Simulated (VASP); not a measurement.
Input:

```yaml
crystal:
  lattice:
    - [0.00000, 1.94555, 1.94555]
    - [1.93587, 0.00000, 1.94555]
    - [1.93587, 1.94555, 0.00000]
  atoms:
    - { symbol: Pd, position: [0.00000, 0.00000, 0.00000] }
```

Method: PBEsol GGA, VASP's PBE PAW potentials (set 64) (plane waves; VASP 6.6.1). Settings: 480 eV cut-off, 16×16×16 Γ-centred mesh, first-order Methfessel-Paxton smearing of 0.10 eV, potentials Pd.

Problem. Give the stress tensor in GPa (positive for a compressed cell).

Solution. 
```
-1.41   0.00   0.00
 0.00  -1.72   0.00
 0.00   0.00  -1.72
```
The pressure is its mean diagonal, -1.62 GPa.

The compound is Pd in the fcc structure. This cell was strained or had an atom moved on purpose.
